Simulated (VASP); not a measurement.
Calculation: r2SCAN+rVV10, VASP's PBE PAW potentials (set 64) (plane waves; VASP 6.6.1).

VASP input:

**POSCAR**
```
Lu
1
    1.7500000000    -3.0310890000     0.0000000000
    1.7500000000     3.0310890000     0.0000000000
    0.0000000000     0.0000000000     5.5500000000
Lu
2
Direct
  0.3333330000   0.6666670000   0.2500000000
  0.6666670000   0.3333330000   0.7500000000
```

**KPOINTS**
```
Automatic
0
gamma
11 11 6
0 0 0
```

INCAR:
```
METAGGA  =  R2SCAN
LUSE_VDW  =  T
ISIF  =  3   # ions, shape and volume
LMAXMIX  =  6
IBRION  =  2   # conjugate gradients
ENCUT  =  520   # plane-wave cut-off (eV)
LCHARG  =  F
LREAL  =  F
LWAVE  =  F
BPARAM  =  11.95
PREC  =  Accurate
NELM  =  100   # most electronic steps
LMIXTAU  =  T
EDIFFG  =  -0.01   # ionic stop
SIGMA  =  0.1   # width (eV)
ISMEAR  =  1   # Methfessel-Paxton
NSW  =  60   # most ionic steps
LASPH  =  T
SYSTEM  =  Lu
ALGO  =  Normal   # blocked Davidson
EDIFF  =  1E-6
CPARAM  =  0.0093
```

POTCAR, in this order: Lu_3 (PBE.64 set). Program: vasp_std.

**Question.** What will the output report for the number of irreducible k-points (NKPTS), largest plane-wave count, number of space-group operations, FFT grid (NGX, NGY, NGZ)?

**Answer.** 
```yaml
number of irreducible k-points (NKPTS): 64
largest_plane_wave_count: 1640
number_of_space_group_operations: 24
FFT grid (NGX, NGY, NGZ): 28 × 28 × 42
```

The compound is Lu in the hcp structure. This run relaxes it. Symmetry was kept, so distortions that lower it aren't found.
